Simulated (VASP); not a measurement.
VASP runs on MoRu (space group P4/mmm) share one base input (PBE GGA, plane waves, VASP's PBE PAW potentials (set 64)) and change the settings named in each case.

KPOINTS:
```
Automatic
0
Gamma
 11 11 9
0 0 0
```

**POSCAR**
```
MoRu
1
    2.7748700000     0.0000000000     0.0000000000
    0.0000000000     2.7748700000     0.0000000000
    0.0000000000     0.0000000000     3.6370620000
Mo Ru
1 1
Direct
  0.5000000000   0.5000000000   0.5000000000
  0.0000000000   0.0000000000   0.0000000000
```

### INCAR
```
ALGO=Normal
EDIFF=1E-6
ENCUT=300
GGA=PE
ISIF=2
ISMEAR=-1
LASPH=T
LCHARG=F
LMAXMIX=4
LREAL=F
LWAVE=F
NELM=100
PREC=Accurate
SIGMA=0.136
SYSTEM=MoRu
```

POTCAR, in this order: Mo_sv Ru_pv (PBE.64 set). Program: vasp_std.

| change | E(σ→0) (eV/atom) | pressure (GPa) | −TS (eV) |
|---|---|---|---|
| base run | -9.9651 | 18.16 | -0.1237 |
| GGA removed, POTCAR Mo_sv Ru_pv (LDA.64 set) | -11.3370 | ? | ? |
| GGA_COMPAT = .FALSE., LNONCOLLINEAR = .TRUE., LSORBIT = .TRUE., MAGMOM = 0.0 0.0 0.0 0.0 0.0 0.0, program vasp_ncl | -10.0824 | 18.27 | -0.1240 |
| KPOINTS 4×4×3 Γ-centred mesh | -9.9647 | 18.94 | -0.1210 |

Task: What belongs in the gaps?

Result: 
- GGA removed, POTCAR Mo_sv Ru_pv (LDA.64 set), pressure (GPa): 3.38
- GGA removed, POTCAR Mo_sv Ru_pv (LDA.64 set), −TS (eV): -0.1235

Energies of different potentials or functionals have different zeros.  At 300 eV the pressure can carry a Pulay error.

Left out are runs that ran out of time, are held back, or changed the cell or the kind of run, fixed moments of cells without a moment, rows past the twelfth, gaps on odd meshes, pressures of charged cells and columns that move by less than the noise.

The structure was generated: MoRu was put into an ordered model structure, which need not be its known phase. The cell was not relaxed at this level.
